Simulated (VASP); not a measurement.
# Li4H4Rh in VASP: further runs

Runs on Li4H4Rh. Level: PBE. Tasks: single point, molecular dynamics.

All numbers are computed with VASP 6.6.1; they aren't measurements. Logs are shortened: lines on timing, memory, paths and dates and some standing lists are left out, and cuts for length are marked.

### Step 1. Starting point

The cell holds a amorphous, 9 atoms: a = 4.794 Å, b = 4.276 Å, c = 4.659 Å, α = 91.46°, β = 100.62°, γ = 86.82°.

The cell was built by a generator and needn't be a form met in nature.

### Step 2. Single point, PBE

Contents of INCAR:

```
SYSTEM = Li4H4Rh
PREC = Accurate
ENCUT = 520
EDIFF = 1E-7
ISMEAR = -1
SIGMA = 0.1
LREAL = .False.
LASPH = .True.
NELM = 60
ALGO = Normal
ISIF = 2
LWAVE = .False.
LCHARG = .True.
GGA = PE
LELF = .True.
LVHAR = .True.
NBANDS = 26
```

Contents of KPOINTS:

```
regular mesh
0
Gamma
  3 4 3
  0 0 0
```

Contents of POSCAR:

```
Li4H4Rh
1.0
    4.7781740000     -0.2815280000     -0.2684210000
    0.4362040000      4.1680660000     -0.8468150000
   -0.5551300000      0.8600140000      4.5452190000
Li H Rh
4 4 1
Direct
    0.5342282568      0.9769058079      0.3724385062
    0.7312258655      0.1422721914      0.9268822039
    0.0821734388      0.1207795702      0.5686929559
    0.3913998376      0.5928183498      0.7273183991
    0.5699069805      0.4499892368      0.2622607705
    0.7736329815      0.7629484605      0.7202334011
    0.3581579487      1.0007031122      0.9421949791
    0.9258986214      0.6810554024      0.4449945238
    0.1246369086      0.5406727610      0.1706995786
```

Potentials or basis: VASP PAW PBE potentials, release 64 (Li_sv, H, Rh_pv).

On the command line:

```bash
cat potpaw_PBE.64/Li_sv/POTCAR potpaw_PBE.64/H/POTCAR potpaw_PBE.64/Rh_pv/POTCAR > POTCAR
mpirun -np 1 vasp_std > vasp.out
```

OUTCAR:

```text
SYSTEM = Li4H4Rh
   PREC = Accurate
   ENCUT = 520
   EDIFF = 1E-7
   ISMEAR = -1
   LREAL = .False.
   LASPH = .True.
   NELM = 60
   ISIF = 2
   GGA = PE

 ion  position               nearest neighbor table
   1  0.534  0.977  0.372-   3 2.54   2 2.56   4 2.57   9 2.80
   2  0.731  0.142  0.927-   4 2.53   1 2.56   3 2.58   9 2.69
   3  0.082  0.121  0.569-   1 2.54   2 2.58   4 2.58   9 2.66
   4  0.391  0.593  0.727-   2 2.53   1 2.57   3 2.58   9 2.64   9 2.68
   5  0.570  0.450  0.262-   9 2.11
   6  0.774  0.763  0.720-
   7  0.358  0.001  0.942-
   8  0.926  0.681  0.445-   9 1.80
   9  0.125  0.541  0.171-   8 1.80   5 2.11   4 2.64   3 2.66   4 2.68   2 2.69   1 2.80

  LATTYP: Found a triclinic cell.
 ALAT       =     7.4835239824
 B/A-ratio  =     1.2910795591
 C/A-ratio  =     0.5713255529
 COS(alpha) =     0.0030284960
 COS(beta)  =     0.5910661274
 COS(gamma) =     0.7492895450

  Lattice vectors:

 A1 = (  -4.6592480000,  -4.7465520000,  -3.4299830000)
 A2 = (  -3.6679140000,  -1.4385000000,  -8.8220170000)
 A3 = (  -0.4362040000,  -4.1680660000,   0.8468150000)

Analysis of symmetry for initial positions (statically):
=====================================================================
 Subroutine PRICEL returns:
 Original cell was already a primitive cell.

 Routine SETGRP: Setting up the symmetry group for a
 triclinic supercell.

 Subroutine GETGRP returns: Found  1 space group operations
 (whereof  1 operations were pure point group operations)
 out of a pool of  2 trial point group operations.

The static configuration has the point symmetry C_1 .

Analysis of symmetry for dynamics (positions and initial velocities):
=====================================================================
 Subroutine PRICEL returns:
 Original cell was already a primitive cell.

 Routine SETGRP: Setting up the symmetry group for a
 triclinic supercell.

 Subroutine GETGRP returns: Found  1 space group operations
 (whereof  1 operations were pure point group operations)
 out of a pool of  2 trial point group operations.

The dynamic configuration has the point symmetry C_1 .

 Subroutine INISYM returns: Found  1 space group operations
 (whereof  1 operations are pure point group operations),
 and found     1 'primitive' translations

----------------------------------------------------------------------------------------

                                     Primitive cell

  volume of cell :      93.7053

  direct lattice vectors                    reciprocal lattice vectors
     4.778174000 -0.281528000 -0.268421000     0.209945951 -0.016141568  0.028695927
     0.436204000  4.168066000 -0.846815000     0.011192118  0.230177394 -0.042185580
    -0.555130000  0.860014000  4.545219000     0.014483693  0.041930858  0.213846507

  length of vectors
     4.793981083  4.275528477  4.659056681     0.212511903  0.234278722  0.218399411

  position of ions in fractional coordinates (direct lattice)
     0.534228257  0.976905808  0.372438506
     0.731225866  0.142272191  0.926882204
     0.082173439  0.120779570  0.568692956
     0.391399838  0.592818350  0.727318399
     0.569906981  0.449989237  0.262260770
     0.773632982  0.762948460  0.720233401
     0.358157949  0.000703112  0.942194979
     0.925898621  0.681055402  0.444994524
     0.124636909  0.540672761  0.170699579

  ion indices of the primitive-cell ions
   primitive index   ion index
                 1           1
                 2           2
                 3           3
                 4           4
                 5           5
                 6           6
                 7           7
                 8           8
                 9           9

----------------------------------------------------------------------------------------

 KPOINTS: regular mesh

Automatic generation of k-mesh.
 Grid dimensions read from file:
 generate k-points for:    3    4    3

 Generating k-lattice:

  Cartesian coordinates                     Fractional coordinates (reciprocal lattice)
     0.069981984 -0.005380523  0.009565309     0.333333333 -0.000000000  0.000000000
     0.002798029  0.057544349 -0.010546395     0.000000000  0.250000000 -0.000000000
     0.004827898  0.013976953  0.071282169    -0.000000000  0.000000000  0.333333333

  Length of vectors
     0.070837301  0.058569680  0.072799804

  Shift w.r.t. Gamma in fractional coordinates (k-lattice)
     0.000000000  0.000000000  0.000000000

 Subroutine IBZKPT returns following result:
 ===========================================

 Found     19 irreducible k-points:

 Following reciprocal coordinates:
            Coordinates               Weight
  0.000000  0.000000  0.000000      1.000000
  0.333333 -0.000000  0.000000      2.000000
 -0.000000  0.250000  0.000000      2.000000
  0.333333  0.250000  0.000000      2.000000
 -0.333333  0.250000 -0.000000      2.000000
 -0.000000  0.500000  0.000000      1.000000
[... 11 lines left out ...]
  0.333333 -0.250000  0.333333      2.000000
 -0.333333 -0.250000  0.333333      2.000000
   k-points           NKPTS =     19   k-points in BZ     NKDIM =     19   number of bands    NBANDS=     26
   number of dos      NEDOS =    301   number of ions     NIONS =      9
   total plane-waves  NPLWV =  41472
   dimension x,y,z NGX =    36 NGY =   32 NGZ =   36
   dimension x,y,z NGXF=    72 NGYF=   64 NGZF=   72
   ions per type =               4   4   1
   NGX,Y,Z   is equivalent  to a cutoff of  12.48, 12.44, 12.85 a.u.
   NGXF,Y,Z  is equivalent  to a cutoff of  24.97, 24.89, 25.69 a.u.
 SYSTEM =  Li4H4Rh
   PREC   = accura    normal or accurate (medium, high low for compatibility)
   ISTART =      0    job   : 0-new  1-cont  2-samecut
   ICHARG =      2    charge: 1-file 2-atom 10-const
   ISPIN  =      1    spin polarized calculation?
   LNONCOLLINEAR =      F non collinear calculations
   LSORBIT =      F    spin-orbit coupling
   LASPH  =      T    aspherical Exc in radial PAW
   ENCUT  =  520.0 eV  38.22 Ry    6.18 a.u.   8.91  7.95  8.66*2*pi/ulx,y,z
   NELM   =     60;   NELMIN=  2; NELMDL= -5     # of ELM steps
   EDIFF  = 0.1E-06   stopping-criterion for ELM
   LREAL  =      F    real-space projection
   EDIFFG = 0.1E-05   stopping-criterion for IOM
   NSW    =      0    number of steps for IOM
   IBRION =     -1    ionic relax: 0-MD 1-quasi-New 2-CG
   NFREE  =      0    steps in history (QN), initial steepest desc. (CG)
   ISIF   =      2    stress and relaxation
   ISYM   =      2    0-nonsym 1-usesym 2-fastsym
   POTIM  = 0.5000    time-step for ionic-motion
   TEBEG  =    0.0;   TEEND  =   0.0 temperature during run
   PSTRESS=    0.0 pullay stress
   NELECT =      31.0000    total number of electrons
   NUPDOWN=      -1.0000    fix difference up-down
   EMIN   =  10.00;   EMAX   =-10.00  energy-range for DOS
   EFERMI =   0.00;   METHOD = LEGACY
   ISMEAR =    -1;   SIGMA  =   0.10  broadening in eV -4-tet -1-fermi 0-gaus
   EFERMI_NEDOS =   21; number of points for ismear=-14 and -15
   IALGO  =     38    algorithm
   IMIX   =      4    mixing-type and parameters
     AMIX     =   0.40;   BMIX     =  1.00
     AMIX_MAG =   1.60;   BMIX_MAG =  1.00
  volume/ion in A,a.u.               =      10.41        70.26
  Fermi-wavevector in a.u.,A,eV,Ry     =   1.132246  2.139634 17.442403  1.281980
  Thomas-Fermi vector in A             =   2.268946
   LORBIT       =      0    0 simple, 1 ext, 2 COOP (PROOUT), +10 PAW based schemes
   GGA     = PE    functional components
   LHFCALC =     F    Hartree Fock is set to
   AEXX    =    0.0000 exact exchange contribution
   IVDW    =     0    specifies the selected vdW correction
   LEPSILON=     F    determine dielectric tensor
   LRPA    =     F    only Hartree local field effects (RPA)
 non-spin polarized calculation
  energy-cutoff  :      520.00
  volume of cell :       93.71
 maximum number of plane-waves:      2543
   NGX = 17   NGY = 15   NGZ = 17

 number of electron      31.0000003 magnetization

 Free energy of the ion-electron system (eV)
  ---------------------------------------------------
  ext. energy  EPLUGINS =         0.00000000
  ---------------------------------------------------
  free energy    TOTEN  =       -27.58533364 eV

  energy without entropy =      -27.52295428  energy(sigma->0) =      -27.55414396

 E-fermi :   2.4013     XC(G=0):  -8.8830

 val. band max:        2.3863778889   @ k =   0.3333   0.0000   0.3333
 cond. band min:       2.4596779083   @ k =   0.3333  -0.0000   0.0000
 fundamental gap:      0.0733000194
 Fermi energy:         2.4013105635

 k-point     1 :       0.0000    0.0000    0.0000
  band No.  band energies     occupation
      1     -43.9991      2.00000
      2     -43.9270      2.00000
      3     -43.8975      2.00000
      4     -43.7111      2.00000
      5     -43.0491      2.00000
      6     -42.8515      2.00000
[... 18 lines left out ...]
     25      10.2752      0.00000
     26      11.2417      0.00000

 k-point     2 :       0.3333   -0.0000    0.0000
  band No.  band energies     occupation
      1     -43.9978      2.00000
      2     -43.9235      2.00000
      3     -43.9024      2.00000
      4     -43.7109      2.00000
      5     -43.0492      2.00000
      6     -42.8516      2.00000
[... 18 lines left out ...]
     25      10.1420      0.00000
     26      11.1053      0.00000

 k-point     3 :      -0.0000    0.2500    0.0000
  band No.  band energies     occupation
      1     -43.9987      2.00000
      2     -43.9266      2.00000
      3     -43.8974      2.00000
      4     -43.7118      2.00000
      5     -43.0492      2.00000
      6     -42.8517      2.00000
[... 427 lines left out ...]
 k-point    18 :       0.3333   -0.2500    0.3333
  band No.  band energies     occupation
      1     -43.9944      2.00000
      2     -43.9249      2.00000
      3     -43.9037      2.00000
      4     -43.7131      2.00000
      5     -43.0485      2.00000
      6     -42.8512      2.00000
[... 18 lines left out ...]
     25      10.9409      0.00000
     26      11.6929      0.00000

 k-point    19 :      -0.3333   -0.2500    0.3333
  band No.  band energies     occupation
      1     -43.9942      2.00000
      2     -43.9261      2.00000
      3     -43.9026      2.00000
      4     -43.7131      2.00000
      5     -43.0485      2.00000
      6     -42.8512      2.00000
[... 18 lines left out ...]
     25      11.5212      0.00000
     26      11.8113      0.00000

------------------------ aborting loop because EDIFF is reached ----------------------------------------

  FORCE on cell =-STRESS in cart. coord.  units (eV):
  Direction    XX          YY          ZZ          XY          YZ          ZX
  --------------------------------------------------------------------------------------
  -------------------------------------------------------------------------------------
  Total       -3.5478099     -4.6798372     -2.4867864      1.4894305      0.9804215     -1.7219543
  in kB      -60.6606179    -80.0160737    -42.5191895     25.4663517     16.7632914    -29.4420543
  external PRESSURE =     -61.0652937 kB  Pullay stress =       0.0000000 kB

 VOLUME and BASIS-vectors are now :
 -----------------------------------------------------------------------------
  energy-cutoff  :      520.00
  volume of cell :       93.71
      direct lattice vectors                 reciprocal lattice vectors
     4.778174000 -0.281528000 -0.268421000     0.209945951 -0.016141568  0.028695927
     0.436204000  4.168066000 -0.846815000     0.011192118  0.230177394 -0.042185580
    -0.555130000  0.860014000  4.545219000     0.014483693  0.041930858  0.213846507

 POSITION                                       TOTAL-FORCE (eV/Angst)
 -----------------------------------------------------------------------------------
      2.77201      4.24171      0.72216        -0.068547     -0.507459     -0.636583
      3.04144      1.18427      3.89613         0.015867     -0.125195      0.747532
      0.12962      0.96937      2.46050        -0.225829     -0.294120     -0.002726
      1.72501      2.98622      2.69875         0.185505      0.449945      0.078081
      2.77381      1.94069      0.65800        -1.116312      0.173029     -0.184507
      3.62953      3.58163      2.41988         0.082193      0.366124      0.289832
      1.18861      0.71240      4.18575        -0.445937      0.212031     -0.369186
      4.47415      2.96072      1.19734         1.160296     -0.596813     -1.009271
      0.73662      2.36528      0.28456         0.412764      0.322457      1.086828
 -----------------------------------------------------------------------------------
    total drift:                                0.000152     -0.000378      0.000281

  FREE ENERGIE OF THE ION-ELECTRON SYSTEM (eV)
  ---------------------------------------------------
  free  energy   TOTEN  =       -27.5853336420 eV

  energy  without entropy=      -27.5229542756  energy(sigma->0) =      -27.55414396
```

Wall time 70 s (1 thread of AMD EPYC 7R13 (Zen 3), shared host); peak memory 0.17 GiB.

Results:

| Property | Result |
| --- | --- |
| Free energy | -27.5853 eV |
| Largest force | 1.650 eV/Å |
| Band gap on the k mesh | none (metal or under the smearing width) |

Forces on the atoms (eV/Å):
```
Li  -0.069 -0.507 -0.637
Li   0.016 -0.125  0.748
Li  -0.226 -0.294 -0.003
Li   0.186  0.450  0.078
H   -1.116  0.173 -0.185
H    0.082  0.366  0.290
H   -0.446  0.212 -0.369
H    1.160 -0.597 -1.009
Rh   0.413  0.322  1.087
```

Levels at points of the mesh, in eV from the Fermi level:
| k point | band 11 | band 12 | band 13 | band 14 | band 15 | band 16 | band 17 | band 18 | band 19 | band 20 |
| --- | --- | --- | --- | --- | --- | --- | --- | --- | --- | --- |
| (0.00, 0.00, 0.00) | -2.56 | -1.43 | -1.29 | -1.05 | -0.99 | 0.94 | 1.48 | 2.32 | 3.12 | 4.39 |
| (0.00, 0.50, 0.00) | -2.23 | -1.74 | -1.46 | -0.65 | -0.46 | 0.85 | 1.50 | 2.03 | 2.99 | 3.79 |

Caveat: the k mesh is coarse (spacing up to 0.46 Å⁻¹), so the values aren't converged; the cutoff is under 1.25 times the usual one of these potentials, so pressure, stress and relaxed cells hold a basis-set (Pulay) error.

[end of part 1 of 2]
